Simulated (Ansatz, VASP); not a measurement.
# One calculation of LiMgBN2, two programs

```
Li Mg B N
1.0
    -1.90966    1.90966    4.44352
     1.90966   -1.90966    4.44352
     1.90966    1.90966   -4.44352
Li Mg B N
1 1 1 2
Direct
  0.25000 0.75000 0.50000
  0.75000 0.25000 0.50000
  0.50000 0.50000 0.00000
  0.65126 0.65126 0.00000
  0.34874 0.34874 0.00000
```

The cell comes from a database or a generator and needn't be the stable form of this composition.

Alike in both runs: task single point; functional PBE; k mesh 6 × 6 × 6; occupations gaussian, width 0.1 eV; no spin polarisation.

```csv
,VASP,Ansatz
version,VASP 6.6.1,Ansatz 0.2.0
potentials or method,"VASP PAW PBE potentials, release 64 (Li_sv, Mg, B, N)","scalar-relativistic, plane waves, PAW"
plane-wave cutoff (eV),520,420
valence electrons in the cell,18,26
```

VASP gave:

- gap on the k mesh at the Fermi level (eV): 2.60
- least direct gap on the mesh (eV): 3.54
- rms of the force components (eV/Å): 0.021

Which values does Ansatz return?

gap on the k mesh at the Fermi level (eV): 2.60; least direct gap on the mesh (eV): 3.55; rms of the force components (eV/Å): 0.021.

Atom by atom the forces differ by 0.001 eV/Å (rms over components). The two sets of potentials don't hold the same shells in valence.

 A k mesh can miss the band edges. As with any semilocal functional, this PBE gap is likely too small.
